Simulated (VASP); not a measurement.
Given:

```
CELL_PARAMETERS angstrom
      0.00000     3.00089     3.00089
      3.00089     0.00000     3.00089
      3.00089     3.00089     0.00000
ATOMIC_POSITIONS crystal
  Al 0.25000 0.25000 0.25000
  Al 0.75000 0.75000 0.75000
  Pt 0.00000 0.00000 0.00000
```

These are PBE GGA, VASP's PBE PAW potentials (set 64) (plane waves; VASP) values and carry that method's errors. Run with 520 eV cut-off, 9×9×9 Γ-centred mesh, first-order Methfessel-Paxton smearing of 0.10 eV, potentials Al Pt.

Question: Give the stress tensor in GPa (positive for a compressed cell).

Answer: 
```
-3.66   0.00   0.00
 0.00  -3.66   0.00
 0.00   0.00  -3.66
```
The pressure is its mean diagonal, -3.66 GPa.

The compound is PtAl2 in the fluorite structure. This cell is one point of a volume scan, at 1.03 of the reference volume.
